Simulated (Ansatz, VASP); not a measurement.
## Cross-check of TiC between VASP and Ansatz

One calculation is typed for both programs; each brings its own data sets. How far apart do they land? The cell is taken from a series of runs on this material, whose earlier steps may have relaxed, scaled, displaced or heated it; both programs get it as it stands.

Main program and level: Ansatz 0.2.0; plane waves, with VASP 6.6.1 beside it; elastic constants at PBE.

## Step 1: Starting point

Symmetry: Fm-3m, No. 225, cubic system. The conventional cell has a = 4.333 Å, b = 4.333 Å, c = 4.333 Å, α = 90.00°, β = 90.00°, γ = 90.00°. Ti has 6 C at 2.17 Å nearest. Nearest to C lie 6 Ti at 2.17 Å. Farther neighbours are not listed.

## Step 2: Ansatz: elastic constants, PBE

Ansatz runs on its default PAW (the set named soft_2) files.

Elastic constants are differences of stresses under small strains, so they test the stress and the mesh.

input.yaml reads:

```yaml
crystal:
  lattice:
    - [0.0, 2.1663848557, 2.1663848557]
    - [2.1663848557, 0.0, 2.1663848557]
    - [2.1663848557, 2.1663848557, 0.0]
  atoms:
    - { symbol: Ti, position: [0.0, 0.0, 0.0] }
    - { symbol: C, position: [0.5, 0.5, 0.5] }
kpoints:
  mp_grid: { grid: [30, 30, 30] }
hamiltonian:
  xc: pbe
scf:
  occupations: { method: methfessel_paxton, width: 0.25 }
output:
  forces: true
  stress: true
  eigenvalues: true
elastic:
  mode: relaxed_ion
  stencil: two_point
  amplitude: 0.01
```

Run with:

```console
> ansatz run input.yaml --threads 4 --pin off --max-ram 16384MiB --backend cpu --events-out ev --progress --plain --runs-dir out
```

Numbers of over 12 decimals in the logs are rounded to 6 here.

The program printed:

```text
Engine: ansatz 0.2.0, aarch64-unknown-linux-gnu
Pseudopotentials: kind: paw
Pseudopotential: Ti, paw, valence charge 12, recommended cutoff 420 eV (normal), Ti.paw.azcp
Pseudopotential: C, paw, valence charge 4, recommended cutoff 420 eV (normal), C.paw.azcp
Functional definition: PBE
  parameter kappa = 0.804
  parameter beta = 0.066725
  exchange = pbe_x(kappa = kappa, mu = beta*pi^2/3)
  correlation = pbe_c(beta = beta)
Crystal: 2 atoms, lattice volume = 20.335 Å³
Basis set: ecut = 420 eV, 411 PW (Γ), exchange–correlation on 48×48×48 points (8 copies of the dense FFT grid, shifted against one another)
Bands: 12, of which v1, the nominal top of the filled ones, is band 8 counted from 1 (7 counted from 0)
Symmetry: 48 space group operations
Space group: Fm-3m (ITA 225), of the structure as read, at distance tolerance 2.7e-5 Å
k-points: 752 of 27000
Non-local potential: Ti, projectors of the file, l = 0: 3, l = 1: 2, l = 2: 3, l = 3: 1
Non-local potential: C, projectors of the file, l = 0: 2, l = 1: 2, l = 2: 1
PAW form: soft (Blöchl's): semilocal exchange-correlation on the pseudo side does not see the compensation charge
PAW one-centre angular grid: Ti, 590 points (default); XC on 64 Gauss nodes
PAW one-centre angular grid: C, 110 points (default); XC on 64 Gauss nodes
Initial density: superposition of atomic densities (neutral atoms: chi_scale 0, normalization atom), corrected by the library's trained network
Initial wavefunctions: pseudopotential atomic-orbital guess
Functional: x = pbe(κ = 0.804, μ = 0.219515), c = pbe(β = 0.066725)
SCF iter   1: F=—  HF=-2752.272480 eV  |F-HF|=—  |Δ(HF+E_count)|=         —  Δρ=3.69e-3  dr2=1.86e-3  ethr=1.77e-3  ⟨swp⟩=4.3  Hψ=40421  notcnv=0
preconditioner: auto → none  [metal: Δε(μ)=0.004 eV  Ē_g=7.851 eV  σ=0.250 eV  W_gap=0.01  n_scr=8 (ndim 8)  ℏωp=23.3 eV  f_vac=0.000  D(μ)=0.29/eV (n_scr^D=0)  sad-step TF]
SCF iter   2: F=—  HF=-2752.272062 eV  |F-HF|=—  |Δ(HF+E_count)|=   4.18e-4  S|Δr|=    0.00e0  Δρ=2.31e-3  dr2=8.53e-4  ethr=1.16e-5  ⟨swp⟩=1.0  Hψ=15040  notcnv=0
SCF iter   3: F=—  HF=-2752.271967 eV  |F-HF|=—  |Δ(HF+E_count)|=   9.54e-5  S|Δr|=    0.00e0  Δρ=1.65e-4  dr2=1.62e-6  ethr=5.33e-6  ⟨swp⟩=2.1  Hψ=10347  notcnv=0
SCF iter   4: F=—  HF=-2752.271969 eV  |F-HF|=—  |Δ(HF+E_count)|=   1.75e-6  S|Δr|=    0.00e0  Δρ=2.51e-5  dr2=5.96e-8  ethr=1.01e-8  ⟨swp⟩=2.2  Hψ=14202  notcnv=0
SCF iter   5: F=—  HF=-2752.271969 eV  |F-HF|=—  |Δ(HF+E_count)|=   1.32e-8  S|Δr|=    0.00e0  Δρ=4.83e-6  dr2=3.68e-9  ethr=3.73e-10  ⟨swp⟩=2.1  Hψ=14350  notcnv=0
SCF iter   6: F=—  HF=-2752.271969 eV  |F-HF|=—  |Δ(HF+E_count)|=  3.12e-10  S|Δr|=    0.00e0  Δρ=1.00e-6  dr2=1.93e-10  ethr=2.30e-11  ⟨swp⟩=3.0  Hψ=15138  notcnv=0
SCF iter   7: F=—  HF=-2752.271969 eV  |F-HF|=—  |Δ(HF+E_count)|=  6.00e-11  S|Δr|=    0.00e0  Δρ=1.20e-7  dr2=1.13e-12  ethr=1.21e-12  ⟨swp⟩=2.0  Hψ=12085  notcnv=0
SCF iter   8: F=-2752.271969 eV  HF=-2752.271969 eV  |F-HF|=4.55e-13  |Δ(HF+E_count)|=  4.55e-13  S|Δr|=    0.00e0  Δρ=1.42e-8  dr2=2.49e-14  ethr=1.00e-12  ⟨swp⟩=4.4  Hψ=27429  notcnv=0
SCF 1 converged in 8 iterations: F = -2752.271969 eV  dr2 = 2.49e-14
  greatest PAW one-centre occupation: 0.999 electrons in one spin orbital (limit 2), on the Ti atom at site 0 (counted from 0), in its partial waves of l = 0
Crystal: 2 atoms, lattice volume = 20.131 Å³
Basis set: ecut = 420 eV, 403 PW (Γ), exchange–correlation on 48×48×48 points (8 copies of the dense FFT grid, shifted against one another)
Symmetry: 16 space group operations
k-points: 1992 of 27000
Initial density: handed on by an earlier stage of this run
Initial wavefunctions: those handed on with the density
iter 1 solved again at ethr=1.43e-5 eV; its pass at ethr=3.10e-3 eV (dr2=2.28e-3 eV) is discarded
SCF iter   1: F=—  HF=-2752.269204 eV  |F-HF|=—  |Δ(HF+E_count)|=         —  Δρ=3.27e-3  dr2=2.31e-3  ethr=1.43e-5  ⟨swp⟩=1.4  Hψ=158995  notcnv=0
preconditioner: auto → none  [metal: Δε(μ)=0.003 eV  Ē_g=7.952 eV  σ=0.250 eV  W_gap=0.01  n_scr=8 (ndim 8)  ℏωp=23.4 eV  f_vac=0.000  D(μ)=0.28/eV (n_scr^D=0)]
[...]
SCF 2 converged in 7 iterations: F = -2752.268579 eV  dr2 = 7.22e-14
Crystal: 2 atoms, lattice volume = 20.538 Å³
[...]
preconditioner: auto → none  [metal: Δε(μ)=0.001 eV  Ē_g=7.806 eV  σ=0.250 eV  W_gap=0.00  n_scr=8 (ndim 8)  ℏωp=23.2 eV  f_vac=0.000  D(μ)=0.29/eV (n_scr^D=0)]
[...]
SCF 3 converged in 6 iterations: F = -2752.268887 eV  dr2 = 2.72e-15
Crystal: 2 atoms, lattice volume = 20.334 Å³
Basis set: ecut = 420 eV, 407 PW (Γ), exchange–correlation on 48×48×48 points (8 copies of the dense FFT grid, shifted against one another)
Symmetry: 8 space group operations
k-points: 3736 of 27000
[...]
preconditioner: auto → none  [metal: Δε(μ)=0.003 eV  Ē_g=7.871 eV  σ=0.250 eV  W_gap=0.01  n_scr=8 (ndim 8)  ℏωp=23.3 eV  f_vac=0.000  D(μ)=0.29/eV (n_scr^D=0)]
[...]
SCF iter   5: F=—  HF=-2752.270897 eV  |F-HF|=—  |Δ(HF+E_count)|=  3.50e-11  S|Δr|=    0.00e0  Δρ=5.24e-7  dr2=3.01e-11  ethr=6.66e-12  ⟨swp⟩=2.0  Hψ=60350  notcnv=0
SCF iter   6: F=—  HF=-2752.270897 eV  |F-HF|=—  |Δ(HF+E_count)|=  2.27e-12  S|Δr|=    0.00e0  Δρ=8.96e-8  dr2=7.94e-13  ethr=1.88e-13 (applied; sched 1.00e-12)  ⟨swp⟩=2.2  Hψ=70703  notcnv=0
SCF iter   7: F=-2752.270897 eV  HF=-2752.270897 eV  |F-HF|=4.55e-13  |Δ(HF+E_count)|=    0.00e0  S|Δr|=    0.00e0  Δρ=1.94e-8  dr2=3.21e-14  ethr=1.00e-12  ⟨swp⟩=4.4  Hψ=135566  notcnv=0
SCF 4 converged in 7 iterations: F = -2752.270897 eV  dr2 = 3.21e-14
iter 1 solved again at ethr=7.94e-9 eV; its pass at ethr=3.10e-3 eV (dr2=1.27e-6 eV) is discarded
SCF iter   1: F=—  HF=-2752.270892 eV  |F-HF|=—  |Δ(HF+E_count)|=         —  Δρ=1.07e-4  dr2=1.05e-6  ethr=7.94e-9  ⟨swp⟩=2.1  Hψ=275216  notcnv=0
SCF iter   2: F=—  HF=-2752.270896 eV  |F-HF|=—  |Δ(HF+E_count)|=   4.07e-6  S|Δr|=    0.00e0  Δρ=4.95e-5  dr2=1.57e-7  ethr=6.54e-9  ⟨swp⟩=1.6  Hψ=47263  notcnv=0
SCF iter   3: F=—  HF=-2752.270897 eV  |F-HF|=—  |Δ(HF+E_count)|=   1.13e-6  S|Δr|=    0.00e0  Δρ=5.60e-6  dr2=1.47e-9  ethr=9.81e-10  ⟨swp⟩=1.8  Hψ=49256  notcnv=0
SCF iter   4: F=—  HF=-2752.270897 eV  |F-HF|=—  |Δ(HF+E_count)|=   1.59e-8  S|Δr|=    0.00e0  Δρ=3.09e-7  dr2=1.16e-11  ethr=9.18e-12  ⟨swp⟩=2.2  Hψ=56375  notcnv=0
SCF iter   5: F=—  HF=-2752.270897 eV  |F-HF|=—  |Δ(HF+E_count)|=  3.18e-12  S|Δr|=    0.00e0  Δρ=1.13e-7  dr2=1.25e-12  ethr=7.28e-14 (applied; sched 1.00e-12)  ⟨swp⟩=2.2  Hψ=72217  notcnv=0
SCF iter   6: F=-2752.270897 eV  HF=-2752.270897 eV  |F-HF|=0.00e0  |Δ(HF+E_count)|=  4.09e-12  S|Δr|=    0.00e0  Δρ=1.14e-8  dr2=7.68e-15  ethr=1.00e-12  ⟨swp⟩=2.7  Hψ=157984  notcnv=0
SCF 5 converged in 6 iterations: F = -2752.270897 eV  dr2 = 7.68e-15
SCF converged after 8 iterations
Stability not checked: this state was not tested for a lower state beside it, because cold or Methfessel-Paxton smearing, or corrected tetrahedra, fill the levels in a way that the test cannot read (fill_not_monotonic; see scf.lower_state_search)
Free energy (F): -2752.271969 eV
Harris-Foulkes:  -2752.271969 eV  (|F-HF|=4.55e-13)
Internal energy: -2752.272440 eV  (E = F + TS)
E sigma→0 (E₀):  -2752.272087 eV
Entropy (-TS):   0.000472 eV (0.236 meV/atom)
Fermi energy:    14.683719 eV
--- Per-component energies (eV) ---
  E_band       = -111.182259
  E_kinetic    = 362.277804
  E_local      = -775.942897  (includes V_loc(G=0)·N_el)
  E_nonlocal   = 31.952839
  E_hartree    = 314.911804
  E_xc         = -147.406326
  E_vxc        = -184.082403  (∫ρ·V_xc dr)
  E_paw        = -1145.230215  (= ΣΔE_a)
  E_vpaw       = -175.211356  (= ΣTr[D̂ρ^β])
  E_aug_tail   = 0.000151  (compensation charges beyond the density's cutoff)
  E_ewald      = -1392.835600
  E_smearing   = 0.000472  (= −TS)
  E_closure    = -0.000000  (closes the sum)
  Σ components = -2752.271969   (vs F -2752.271969, Δ=0.00e0)
--- Forces (eV/Å), atoms counted from 1 ---
  atom   1  Ti    -0.00000000     0.00000000    -0.00000000
  atom   2  C      0.00000000    -0.00000000    -0.00000000
  max |Σ_I F_I| component: 1.01e-29 eV/Å
--- Stress (GPa, compression-positive) ---
        0.024457       0.000000       0.000000
        0.000000       0.024457       0.000000
       -0.000000      -0.000000       0.024457
  P = ⅓ Tr σ = 0.0245 GPa (0.245 kbar)
--- Band table (eV; the first three rows and the last of 752) ---
  k-point 0: bands = [... 4 lower, 2.2819, 15.3757, 15.3757, 15.3757, 16.3518, 16.3518, 16.3518, 16.3998]
  k-point 1: bands = [... 4 lower, 2.3072, 15.2280, 15.3426, 15.3426, 15.9208, 15.9208, 16.4406, 16.9009]
  k-point 2: bands = [... 4 lower, 2.3827, 14.8787, 15.1231, 15.1231, 15.6989, 15.6989, 16.6173, 17.4519]
  k-point 751: bands = [... 4 lower, 5.1516, 11.4809, 11.6032, 11.9967, 17.3035, 17.6207, 18.2052, 19.7196]
--- Elastic constants: 2 strain directions × 2 members + reference (group order 48) ---
  dense FFT box of the reference and of every strained cell: 24×24×24
  strains applied: 11, 23; error gains: componentwise 1.00 (the most a stress slope's error grows in a printed constant), spectral 1.73 (1 for all six strains in a standard setting)
  C = ∂σ_k/∂η_j (tension-positive GPa; Voigt order 11 22 33 23 13 12):
       510.693    120.956    120.956      0.000      0.000      0.000
       120.956    510.693    120.956      0.000      0.000     -0.000
       120.956    120.956    510.693      0.000     -0.000      0.000
         0.000     -0.000     -0.000    169.140     -0.000      0.000
        -0.000      0.000      0.000     -0.000    169.140      0.000
        -0.000      0.000      0.000      0.000     -0.000    169.140
  reference stress σ⁰ (GPa):     -0.024     -0.024     -0.024      0.000      0.000     -0.000
  C* (energy form; C + prestress term) asymmetry max|C*_kj − C*_jk| = 4.263e-14 GPa — a small one proves nothing (zero by symmetry where the batch's group is 432, −43m or m−3m); a large one is finite-difference/SCF noise where every solve meets its electron count
  moduli (Voigt/Reuss/Hill, GPa): K = 250.87/250.87/250.87   G = 179.43/178.57/179.00   E = 433.82   ν = 0.212
  mechanically stable: yes (min eigenvalue of sym C = 169.14 GPa)
  strain η (Voigt 11):  stress-route row diagonal C_11 = 510.69 GPa, energy-path curvature d²(F+E_count+ΔE)/dδ²/Ω₀ = 510.30 GPa
         δ    σ_11 (GPa)             F (eV)   n_scf  n_hpsi   n_pw
    -1.000e-2      -5.4200       -2752.2685786       7  439548    403   relax 0 steps, max|allowed force component| 5.92e-31 eV/Å
     1.000e-2       4.7939       -2752.2688875       6  371368    415   relax 0 steps, max|allowed force component| 2.96e-31 eV/Å
  strain η (Voigt 23):  stress-route row diagonal C_44 = 169.14 GPa, energy-path curvature d²(F+E_count+ΔE)/dδ²/Ω₀ = 169.14 GPa
         δ    σ_23 (GPa)             F (eV)   n_scf  n_hpsi   n_pw
    -1.000e-2      -1.6914       -2752.2708972       7  776046    407   relax 0 steps, max|allowed force component| 3.55e-30 eV/Å
     1.000e-2       1.6914       -2752.2708972       6  707589    407   relax 0 steps, max|allowed force component| 5.47e-30 eV/Å
```

Reading the cycles: dr2 is the Hartree energy of the density residual (eV), the measure of convergence; HF is the Harris–Foulkes estimate of the energy, which meets the free energy F at convergence.

[end of part 1 of 2]

[Lines on the potential files, build, host, timing and source positions are cut from VASP's logs without a mark.]

[Logs are printed without paths, hosts, clocks, repeated set-up lines and the standing remarks that a program may print on its own settings, such as how far it seeks lower states.]

[Hosts, paths, dates, database ids (printed as entryN), source tags and the programs' standing remarks are cut or masked in the printed files.]
